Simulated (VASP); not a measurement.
Given:

```
HgPt5P
1.0
    3.93904     0.00000     0.00000
    0.00000     3.93904     0.00000
    0.00000     0.00000     7.20984
Hg P Pt
1 1 5
Direct
  0.50000   0.50000   0.00000
  0.00000   0.00000   0.50000
  0.00000   0.50000   0.30307
  0.00000   0.50000   0.69693
  0.50000   0.00000   0.30307
  0.50000   0.00000   0.69693
  0.00000   0.00000   0.00000
```

Calculation: PBEsol GGA, VASP's PBE PAW potentials (set 64) (plane waves; VASP 6.6.1). Run with 300 eV cut-off, 6×6×3 Γ-centred mesh, Fermi-Dirac smearing of 0.14 eV, potentials Hg P Pt.

At this cut-off the stress carries a Pulay error, which pulls relaxed volumes low.

Give the stress tensor in GPa (positive for a compressed cell).

```
-4.23   0.00   0.00
 0.00  -4.23   0.00
 0.00   0.00  -6.11
```
The pressure is its mean diagonal, -4.86 GPa.

The structure comes from a computed database's HgPPt5 entry (P4/mmm); how it stands against other phases isn't given here. The cell was not relaxed at this level. The electron count is odd and the run is not spin-polarised, which forces a metal.
